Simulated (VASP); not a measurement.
## NaNbS3: single point with PBE

NaNbS3:

```
Na Nb S
1.0
     4.72040    0.00000    0.00000
     0.00000    4.72040    0.00000
     0.00000    0.00000    4.72040
Na Nb S
1 1 3
Direct
  0.00000 0.00000 0.00000
  0.50000 0.50000 0.50000
  0.50000 0.50000 0.00000
  0.50000 0.00000 0.50000
  0.00000 0.50000 0.50000
```

The cell comes from a database or a generator and needn't be the stable form of this composition.

* Program: VASP 6.6.1
* Task: single point
* Functional: PBE
* Potentials or basis: VASP PAW PBE potentials, release 64 (Na_pv, Nb_sv, S)
* Cutoff: 520 eV
* k mesh: 8 × 8 × 8
* Occupations: gaussian, width 0.02 eV
* Spin: no spin polarisation
* Dipole correction: no
* Further INCAR settings: ALGO = Normal; EDIFF = 1e-06; NBANDS = 27

| Quantity | Value |
| --- | --- |
| Pressure | 6.8 GPa |
| Band gap on the k mesh | none (metal or under the smearing width) |

Levels at points of the mesh, in eV from the Fermi level:
```csv
k point,band 16,band 17,band 18,band 19,band 20,band 21,band 22,band 23
"(0.00, 0.00, 0.00)",-1.31,-0.87,-0.87,-0.87,-0.56,-0.56,-0.56,1.61
"(0.50, 0.00, 0.00)",-2.83,-1.83,-0.82,-0.78,-0.78,1.66,2.14,2.14
"(0.50, 0.50, 0.00)",-2.44,-2.25,-2.25,0.15,2.15,2.15,2.31,2.66
"(0.50, 0.50, 0.50)",-4.91,0.18,0.18,0.18,2.46,2.46,2.46,2.67
```

Wall time 77 s on 1 thread of Intel(R) Xeon(R) Platinum 8488C (Sapphire Rapids), with other jobs on the host, peak memory 0.25 GiB.
